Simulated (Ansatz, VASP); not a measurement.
# SrBe3 in two plane-wave programs

Aim: how closely do two programs agree when they are given the same cell, functional and k mesh? The cell is generated by rule, not measured, and may not be a known phase. The cell is taken from a series of runs on this material, whose earlier steps may have relaxed, scaled, displaced or heated it; both programs get it as it stands.

Calculated with Ansatz 0.2.0; plane waves, with VASP 6.6.1 beside it; zone-centre phonons at PBEsol.

The structure was built from a prototype and need not be the compound's stable phase.

### 1. The structure

The structure is cubic, space group Pm-3m (No. 221). Conventional cell: a = 4.189 Å, b = 4.189 Å, c = 4.189 Å, α = 90.00°, β = 90.00°, γ = 90.00°. Be has 4 Sr at 2.96 Å and 8 Be at 2.96 Å nearest. Nearest to Sr lie 12 Be at 2.96 Å. Farther neighbours are not listed.

As a file:

```
Be Sr
1.0
     4.18901    0.00000    0.00000
     0.00000    4.18901    0.00000
     0.00000    0.00000    4.18901
Be Sr
3 1
Direct
  0.00000 0.50000 0.50000
  0.50000 0.50000 0.00000
  0.50000 0.00000 0.50000
  0.00000 0.00000 0.00000
```

### 2. VASP: zone-centre phonons, PBEsol

Second derivatives magnify differences that forces hide, and they need a tight electronic threshold.

Lines of VASP's logs that name or quote its potential files are left out, and so is its time.

The input, INCAR:

```
SYSTEM = SrBe3
PREC = Accurate
ENCUT = 600
EDIFF = 1E-08
NELM = 120
ISMEAR = 1
SIGMA = 0.15
LREAL = .FALSE.
ALGO = Normal
GGA = PS
NBANDS = 14
LORBIT = 11
LWAVE = .FALSE.
LCHARG = .FALSE.
ISIF = 2
IBRION = 8
LASPH = .TRUE.
GGA_COMPAT = .FALSE.
KPAR = 2
```

The input, POSCAR:

```
SrBe3
1.0
    4.1890090279      0.0000000000      0.0000000000
    0.0000000000      4.1890090279      0.0000000000
    0.0000000000      0.0000000000      4.1890090279
Be Sr
3 1
Direct
    0.0000000000      0.5000000000      0.5000000000
    0.5000000000      0.5000000000      0.0000000000
    0.5000000000      0.0000000000      0.5000000000
    0.0000000000      0.0000000000      0.0000000000
```

The input, KPOINTS:

```
Automatic mesh
0
Gamma
10 10 10
0 0 0
```

PAW data sets: Be and Sr_sv (PBE family, release 64).

The run is started by

```
mpirun -np 2 vasp_std
```

Numbers of over 12 decimals in the logs are rounded to 6 here.

The program printed:

```text
[banner, memory and clock lines left out]
running    2 mpi-ranks, on    1 nodes
 distrk:  each k-point on    1 cores,    2 groups
 distr:  one band on    1 cores,    1 groups

 POSCAR found type information on POSCAR BeSr
 POSCAR found :  2 types and       4 ions
|                                                                             |
|               ----> ADVICE to this user running VASP <----                  |
|                                                                             |
|     You enforced a specific xc type in the INCAR file but a different       |
|     [... a line on the potential file left out ...]
|     I HOPE YOU KNOW WHAT YOU ARE DOING!                                     |
|                                                                             |

 LDA part: xc-table for (Slater+PW92), standard interpolation
 POSCAR, INCAR and KPOINTS ok, starting setup
 FFT: planning ... GRIDC
 FFT: planning ... GRID_SOFT
 FFT: planning ... GRID
 WAVECAR not read
 entering main loop
       N       E                     dE             d eps       ncg     rms          rms(c)
DAV:   1     0.524901633937E+02    0.52490E+02   -0.73974E+03  1568   0.112E+03
DAV:   2    -0.602829901880E+01   -0.58518E+02   -0.54968E+02  1898   0.194E+02
DAV:   3    -0.942506755234E+01   -0.33968E+01   -0.33113E+01  2588   0.387E+01
DAV:   4    -0.957359908253E+01   -0.14853E+00   -0.14837E+00  2228   0.734E+00
DAV:   5    -0.957714349351E+01   -0.35444E-02   -0.35442E-02  2414   0.104E+00    0.325E+01
DAV:   6    -0.951835506293E+01    0.58788E-01   -0.69532E-02  2116   0.175E+00    0.176E+01
DAV:   7    -0.950504574027E+01    0.13309E-01   -0.61000E-02  2230   0.179E+00    0.105E+00
DAV:   8    -0.950381730464E+01    0.12284E-02   -0.62235E-03  2212   0.510E-01    0.281E-01
DAV:   9    -0.950386826069E+01   -0.50956E-04   -0.28548E-04  2270   0.118E-01    0.324E-02
DAV:  10    -0.950388461580E+01   -0.16355E-04   -0.29989E-05  2338   0.321E-02    0.197E-02
DAV:  11    -0.950388585081E+01   -0.12350E-05   -0.20083E-06  2464   0.120E-02    0.730E-03
DAV:  12    -0.950388546414E+01    0.38667E-06   -0.70678E-07  2246   0.485E-03    0.194E-03
DAV:  13    -0.950388553942E+01   -0.75283E-07   -0.69147E-08  2580   0.189E-03    0.119E-03
DAV:  14    -0.950388548801E+01    0.51407E-07   -0.33842E-09  1448   0.424E-04    0.587E-04
DAV:  15    -0.950388548674E+01    0.12708E-08   -0.37780E-09  1330   0.295E-04
   1 F= -.95038855E+01 E0= -.95041780E+01  d E =0.877584E-03
 Linear response reoptimize wavefunctions to high precision
DAV:   1    -0.950388548412E+01    0.26196E-08   -0.31951E-09  2314   0.221E-04
DAV:   2    -0.950388548414E+01   -0.20918E-10   -0.52994E-11  1276   0.413E-05
 Linear response DOF=           3
 Linear response progress:
  Degree of freedom:   1/  3
       N       E                     dE             d eps       ncg     rms          rms(c)
RMM:   1    -0.716822430244E-02   -0.71682E-02   -0.34151E-03  7843   0.316E-01
RMM:   2    -0.667570686955E-02    0.49252E-03   -0.39966E-04  6367   0.837E-02    0.118E-01
RMM:   3    -0.663901288403E-02    0.36694E-04   -0.14808E-04  6468   0.428E-02    0.427E-02
RMM:   4    -0.666573618299E-02   -0.26723E-04   -0.45777E-05  6736   0.228E-02    0.484E-03
RMM:   5    -0.665896818792E-02    0.67680E-05   -0.53244E-06  7110   0.885E-03    0.157E-03
RMM:   6    -0.665884080821E-02    0.12738E-06   -0.98454E-07  7668   0.303E-03    0.938E-04
RMM:   7    -0.665781010366E-02    0.10307E-05   -0.21157E-07  7672   0.123E-03    0.211E-04
RMM:   8    -0.665799015094E-02   -0.18005E-06   -0.89165E-08  8098   0.539E-04    0.197E-04
RMM:   9    -0.665798100054E-02    0.91504E-08   -0.83508E-09  8065   0.272E-04    0.322E-05
 first order change of Fermi-energy  -0.87276E-04
 force on displaced ion       1 direction 1 :   2.487  -0.000   0.000
 Linear response progress:
  Degree of freedom:   2/  3
       N       E                     dE             d eps       ncg     rms          rms(c)
RMM:   1    -0.733887370406E-02   -0.73389E-02   -0.63181E-04 13457   0.386E-01
RMM:   2    -0.712477354873E-02    0.21410E-03   -0.35069E-04 11695   0.842E-02    0.175E-01
RMM:   3    -0.716096317583E-02   -0.36190E-04   -0.14351E-04 11694   0.454E-02    0.761E-02
RMM:   4    -0.725788435279E-02   -0.96921E-04   -0.50236E-05 12348   0.256E-02    0.114E-02
RMM:   5    -0.726977570069E-02   -0.11891E-04   -0.82064E-06 13232   0.984E-03    0.305E-03
RMM:   6    -0.726763220650E-02    0.21435E-05   -0.13819E-06 13260   0.380E-03    0.134E-03
RMM:   7    -0.726607156536E-02    0.15606E-05   -0.81202E-07 13875   0.145E-03    0.533E-04
RMM:   8    -0.726668345779E-02   -0.61189E-06    0.19914E-07 13676   0.729E-04    0.228E-04
RMM:   9    -0.726666166200E-02    0.21796E-07   -0.25678E-07 14030   0.335E-04    0.732E-05
RMM:  10    -0.726667719049E-02   -0.15528E-07    0.12098E-07 14464   0.178E-04    0.357E-05
RMM:  11    -0.726665716869E-02    0.20022E-07   -0.11180E-07 14082   0.107E-04    0.467E-05
RMM:  12    -0.726667692883E-02   -0.19760E-07    0.39507E-08 14274   0.638E-05    0.341E-05
RMM:  13    -0.726667579666E-02    0.11322E-08   -0.33220E-08 13894   0.394E-05    0.111E-05
 first order change of Fermi-energy   0.44223E-04
 force on displaced ion       1 direction 2 :   0.000  -2.594   0.000
 Linear response progress:
  Degree of freedom:   3/  3
       N       E                     dE             d eps       ncg     rms          rms(c)
RMM:   1    -0.295461467900E+00   -0.29546E+00    0.11833E+00  5523   0.556E+00
RMM:   2    -0.295162058314E+00    0.29941E-03   -0.45361E-02  6365   0.972E-01    0.175E-01
RMM:   3    -0.296850489908E+00   -0.16884E-02   -0.42051E-03  6986   0.311E-01    0.170E-01
RMM:   4    -0.296995107240E+00   -0.14462E-03   -0.47716E-04  7516   0.115E-01    0.730E-02
RMM:   5    -0.297106263365E+00   -0.11116E-03   -0.73344E-05  7906   0.423E-02    0.230E-02
RMM:   6    -0.297190350542E+00   -0.84087E-04   -0.11054E-05  7896   0.172E-02    0.316E-03
RMM:   7    -0.297183451910E+00    0.68986E-05   -0.65951E-06  8346   0.580E-03    0.830E-04
RMM:   8    -0.297181918984E+00    0.15329E-05   -0.10595E-05  8666   0.252E-03    0.525E-04
RMM:   9    -0.297175518135E+00    0.64008E-05   -0.16960E-05  8751   0.142E-03    0.334E-04
RMM:  10    -0.297172740807E+00    0.27773E-05    0.70918E-07  8502   0.753E-04    0.324E-05
RMM:  11    -0.297173037929E+00   -0.29712E-06   -0.21058E-07  8808   0.436E-04    0.594E-05
RMM:  12    -0.297172539104E+00    0.49882E-06    0.88494E-07  8941   0.273E-04    0.309E-05
RMM:  13    -0.297172642563E+00   -0.10346E-06    0.34317E-07  8623   0.181E-04    0.407E-05
RMM:  14    -0.297172739170E+00   -0.96607E-07    0.53910E-07  8532   0.126E-04    0.366E-05
RMM:  15    -0.297172474806E+00    0.26436E-06    0.76171E-08  8105   0.981E-05    0.178E-05
RMM:  16    -0.297172633925E+00   -0.15912E-06    0.37844E-07  8156   0.698E-05    0.169E-05
RMM:  17    -0.297172532971E+00    0.10095E-06    0.13424E-07  8363   0.545E-05    0.826E-06
RMM:  18    -0.297172503445E+00    0.29527E-07    0.21823E-07  8040   0.430E-05    0.459E-06
RMM:  19    -0.297172487890E+00    0.15554E-07    0.12582E-07  7266   0.360E-05    0.429E-06
RMM:  20    -0.297172477810E+00    0.10081E-07    0.12321E-07  6999   0.315E-05    0.224E-06
RMM:  21    -0.297172489896E+00   -0.12086E-07    0.77331E-08  6456   0.284E-05    0.245E-06
RMM:  22    -0.297172474445E+00    0.15450E-07    0.73900E-08  6599   0.265E-05    0.448E-07
RMM:  23    -0.297172475764E+00   -0.13192E-08    0.51900E-08  6084   0.250E-05    0.782E-07
 first order change of Fermi-energy   0.24573E-04
 force on displaced ion       4 direction 1 :  -7.010  -0.000   0.000
 Linear response finished
```

OUTCAR, selected parts (step 2):

```text
ion  position               nearest neighbor table
   1  0.000  0.500  0.500-   4 2.96   4 2.96   4 2.96   4 2.96
   2  0.500  0.500  0.000-   4 2.96   4 2.96   4 2.96   4 2.96
   3  0.500  0.000  0.500-   4 2.96   4 2.96   4 2.96   4 2.96
   4  0.000  0.000  0.000-   1 2.96   2 2.96   3 2.96   1 2.96   3 2.96   1 2.96   2 2.96   1 2.96
                             2 2.96   3 2.96   3 2.96   2 2.96

  LATTYP: Found a simple cubic cell.
 ALAT       =     4.1890090279

 Subroutine GETGRP returns: Found 48 space group operations
 (whereof 48 operations were pure point group operations)

The static configuration has the point symmetry O_h .

 Found     56 irreducible k-points:

   k-points           NKPTS =     56   k-points in BZ     NKDIM =     56   number of bands    NBANDS=     14

   dimension x,y,z NGX =    36 NGY =   36 NGZ =   36
   dimension x,y,z NGXF=    72 NGYF=   72 NGZF=   72

   ENCUT  =  600.0 eV  44.10 Ry    6.64 a.u.   8.37  8.37  8.37*2*pi/ulx,y,z

   NELECT =      16.0000    total number of electrons

 k-points in reciprocal lattice and weights: Automatic mesh
   0.00000000  0.00000000  0.00000000       0.001
   0.10000000  0.00000000  0.00000000       0.006
   0.20000000  0.00000000  0.00000000       0.006
   0.30000000  0.00000000  0.00000000       0.006
   0.40000000  0.00000000  0.00000000       0.006
   0.50000000  0.00000000  0.00000000       0.003
   0.10000000  0.10000000  0.00000000       0.012
   0.20000000  0.10000000  0.00000000       0.024
   0.30000000  0.10000000  0.00000000       0.024
[...]
0.50000000  0.50000000  0.40000000       0.006
   0.50000000  0.50000000  0.50000000       0.001

 average (electrostatic) potential at core
       1 -37.7156       2 -37.7156       3 -37.7156       4 -36.9567

  Total        0.0326717      0.0326717      0.0326717     -0.0000000      0.0000000     -0.0000000
  in kB        0.7121128      0.7121128      0.7121128     -0.0000000      0.0000000     -0.0000000
  external PRESSURE =       0.7121128 kB  Pullay stress =       0.0000000 kB

  energy-cutoff  :      600.00
  volume of cell :       73.51
      direct lattice vectors                 reciprocal lattice vectors
     4.189009028  0.000000000  0.000000000     0.238719944  0.000000000  0.000000000
     0.000000000  4.189009028  0.000000000     0.000000000  0.238719944  0.000000000
     0.000000000  0.000000000  4.189009028     0.000000000  0.000000000  0.238719944

 POSITION                                       TOTAL-FORCE (eV/Angst)
 -----------------------------------------------------------------------------------
      0.00000      2.09450      2.09450         0.000000      0.000000      0.000000
      2.09450      2.09450      0.00000         0.000000      0.000000      0.000000
      2.09450      0.00000      2.09450         0.000000      0.000000      0.000000
      0.00000      0.00000      0.00000         0.000000      0.000000      0.000000
 -----------------------------------------------------------------------------------
    total drift:                                0.000000     -0.000000     -0.000000

 Eigenvectors and eigenvalues of the dynamical matrix
 ----------------------------------------------------

   1 f  =    9.843804 THz    61.850447 2PiTHz  328.353968 cm-1    40.710685 meV
             X         Y         Z           dx          dy          dz
      0.000000  2.094505  2.094505     0.008060   -0.597380    0.011561
      2.094505  2.094505  0.000000     0.018551   -0.597380    0.005023
      2.094505  0.000000  2.094505     0.018551   -0.259559    0.011561
      0.000000  0.000000  0.000000    -0.014484    0.466440   -0.009027

   2 f  =    9.843804 THz    61.850447 2PiTHz  328.353968 cm-1    40.710685 meV
             X         Y         Z           dx          dy          dz
      0.000000  2.094505  2.094505    -0.259608   -0.018554    0.000000
      2.094505  2.094505  0.000000    -0.597492   -0.018554    0.000000
      2.094505  0.000000  2.094505    -0.597492   -0.008062   -0.000000
      0.000000  0.000000  0.000000     0.466527    0.014487    0.000000

   3 f  =    9.843804 THz    61.850447 2PiTHz  328.353968 cm-1    40.710685 meV
             X         Y         Z           dx          dy          dz
      0.000000  2.094505  2.094505    -0.000156    0.011555    0.597668
      2.094505  2.094505  0.000000    -0.000359    0.011555    0.259684
      2.094505  0.000000  2.094505    -0.000359    0.005021    0.597668
      0.000000  0.000000  0.000000     0.000280   -0.009022   -0.466665

   4 f  =    9.083862 THz    57.075591 2PiTHz  303.005035 cm-1    37.567819 meV
             X         Y         Z           dx          dy          dz
      0.000000  2.094505  2.094505    -0.000000   -0.695809   -0.000000
      2.094505  2.094505  0.000000    -0.125895    0.695809    0.000000
      2.094505  0.000000  2.094505     0.125895    0.000000    0.000000
      0.000000  0.000000  0.000000     0.000000   -0.000000    0.000000

   5 f  =    9.083862 THz    57.075591 2PiTHz  303.005035 cm-1    37.567819 meV
             X         Y         Z           dx          dy          dz
      0.000000  2.094505  2.094505     0.000000    0.000000   -0.707107
      2.094505  2.094505  0.000000     0.000000   -0.000000   -0.000000
      2.094505  0.000000  2.094505    -0.000000    0.000000    0.707107
      0.000000  0.000000  0.000000     0.000000    0.000000    0.000000

   6 f  =    9.083862 THz    57.075591 2PiTHz  303.005035 cm-1    37.567819 meV
             X         Y         Z           dx          dy          dz
      0.000000  2.094505  2.094505    -0.000000    0.125895    0.000000
      2.094505  2.094505  0.000000    -0.695809   -0.125895    0.000000
      2.094505  0.000000  2.094505     0.695809   -0.000000   -0.000000
      0.000000  0.000000  0.000000     0.000000    0.000000    0.000000

   7 f  =    0.000043 THz     0.000273 2PiTHz    0.001449 cm-1     0.000180 meV
             X         Y         Z           dx          dy          dz
      0.000000  2.094505  2.094505     0.280186    0.004989    0.009024
      2.094505  2.094505  0.000000     0.280180    0.004989    0.009024
      2.094505  0.000000  2.094505     0.280180    0.004989    0.009024
      0.000000  0.000000  0.000000     0.873580    0.015555    0.028135

   8 f  =    0.000043 THz     0.000273 2PiTHz    0.001449 cm-1     0.000180 meV
             X         Y         Z           dx          dy          dz
      0.000000  2.094505  2.094505    -0.003459   -0.185681    0.210042
      2.094505  2.094505  0.000000    -0.003458   -0.185681    0.210046
      2.094505  0.000000  2.094505    -0.003458   -0.185685    0.210042
      0.000000  0.000000  0.000000    -0.010783   -0.578940    0.654895

   9 f  =    0.000043 THz     0.000273 2PiTHz    0.001449 cm-1     0.000180 meV
             X         Y         Z           dx          dy          dz
      0.000000  2.094505  2.094505    -0.009714    0.210011    0.185494
      2.094505  2.094505  0.000000    -0.009713    0.210011    0.185498
      2.094505  0.000000  2.094505    -0.009713    0.210015    0.185494
      0.000000  0.000000  0.000000    -0.030286    0.654799    0.578356

  10 f/i=    9.307232 THz    58.479061 2PiTHz  310.455828 cm-1    38.491600 meV
             X         Y         Z           dx          dy          dz
      0.000000  2.094505  2.094505     0.196754   -0.247282    0.000000
      2.094505  2.094505  0.000000    -0.053886   -0.247282   -0.000000
      2.094505  0.000000  2.094505    -0.053886    0.902893   -0.000000
      0.000000  0.000000  0.000000    -0.028540   -0.130968    0.000000

  11 f/i=    9.307232 THz    58.479061 2PiTHz  310.455828 cm-1    38.491600 meV
             X         Y         Z           dx          dy          dz
      0.000000  2.094505  2.094505    -0.000000   -0.000000   -0.253085
      2.094505  2.094505  0.000000    -0.000000    0.000000    0.924083
      2.094505  0.000000  2.094505    -0.000000    0.000000   -0.253085
      0.000000  0.000000  0.000000    -0.000000    0.000000   -0.134041

  12 f/i=    9.307232 THz    58.479061 2PiTHz  310.455828 cm-1    38.491600 meV
             X         Y         Z           dx          dy          dz
      0.000000  2.094505  2.094505     0.902893    0.053886   -0.000000
      2.094505  2.094505  0.000000    -0.247282    0.053886    0.000000
      2.094505  0.000000  2.094505    -0.247282   -0.196754    0.000000
      0.000000  0.000000  0.000000    -0.130968    0.028540   -0.000000

 ELASTIC MODULI CONTR FROM IONIC RELAXATION (kBar)
 Direction    XX          YY          ZZ          XY          YZ          ZX
 --------------------------------------------------------------------------------
 XX           0.0000      0.0000      0.0000      0.0000      0.0000      0.0000
 YY           0.0000      0.0000      0.0000      0.0000      0.0000      0.0000
 ZZ           0.0000      0.0000      0.0000      0.0000      0.0000      0.0000
 XY           0.0000      0.0000      0.0000      0.0000      0.0000      0.0000
 YZ           0.0000      0.0000      0.0000      0.0000      0.0000      0.0000
 ZX           0.0000      0.0000      0.0000      0.0000      0.0000      0.0000
 --------------------------------------------------------------------------------
```

(Continued in part 2 of 2.)

[Lines on the potential files, build, host, timing and source positions are cut from VASP's logs without a mark.]

[Logs are printed without paths, hosts, clocks, repeated set-up lines and the standing remarks that a program may print on its own settings, such as how far it seeks lower states.]

[Hosts, paths, dates, database ids (printed as entryN), source tags and the programs' standing remarks are cut or masked in the printed files.]
